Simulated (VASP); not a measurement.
IrRu: equation of state with PBEsol

IrRu:

```xyz
2
Lattice="2.7249 0.0000 0.0000 -1.3625 2.3598 0.0000 0.0000 0.0000 4.3307" Properties=species:S:1:pos:R:3 pbc="T T T"
Ir    0.0000    0.0000    2.1653
Ru    1.3625    0.7866    0.0000
```

The cell comes from a database or a generator and needn't be the stable form of this composition.

* Program: VASP 6.6.1
* Task: equation of state
* Functional: PBEsol
* Potentials or basis: VASP PAW PBE potentials, release 64 (Ir, Ru_pv)
* Cutoff: 520 eV
* k mesh: 11 × 11 × 6
* Occupations: fermi-dirac, width 0.05 eV
* Spin: no spin polarisation

```json
{
 "Equilibrium volume": "13.71 Å³/atom",
 "Bulk modulus at fixed shape and positions": "370 GPa",
 "Pressure derivative of the bulk modulus": "5.0"
}
```

Energy against volume, from the lowest point:
```
volume (Å³/atom)  energy (meV/atom)
          13.089              35.11
          13.367               9.96
          13.645               0.00
          13.924               3.51
          14.202              18.93
          14.481              44.89
          14.759              80.16
```

All runs of the series together: 110 s on 1 thread of Intel(R) Xeon(R) 6975P-C (Granite Rapids), on a shared host.

Caveat: the cell was scaled at fixed shape and fractional positions, which overstates the stiffness of a crystal with free parameters, most of all of layers and chains; the PAW data sets were made with another functional, which shifts forces and pressure a little. The run has no spin-orbit coupling, so splittings on Ir are missing.
